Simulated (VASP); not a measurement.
```
CELL_PARAMETERS angstrom
      4.18655     0.00000     0.00000
      0.00000     4.18655     0.00000
      0.00000     0.00000     7.65902
ATOMIC_POSITIONS crystal
  Pb 0.00000 0.50000 0.80949
  Pb 0.50000 0.00000 0.19051
  Br 0.50000 0.00000 0.65221
  Br 0.00000 0.50000 0.34779
  F  0.50000 0.50000 0.00000
  F  0.00000 0.00000 0.00000
```

Level of theory: r2SCAN meta-GGA, VASP's PBE PAW potentials (set 64) (plane waves; VASP 6.6.1). Run with 520 eV cut-off, 5×5×3 Γ-centred mesh, Gaussian smearing of 0.050 eV, potentials Pb_d Br F.

Q: Estimate the energy per atom (σ→0).

A: 
```
Item                             Value
---------------------  ---------------
energy per atom (σ→0)  -26.075 eV/atom
```

Only differences to runs with the same potentials and settings are physical.

The structure comes from a computed database's PbBrF entry (P4/nmm); how it stands against other phases isn't given here. It was relaxed first. The start is the result of an earlier pass.
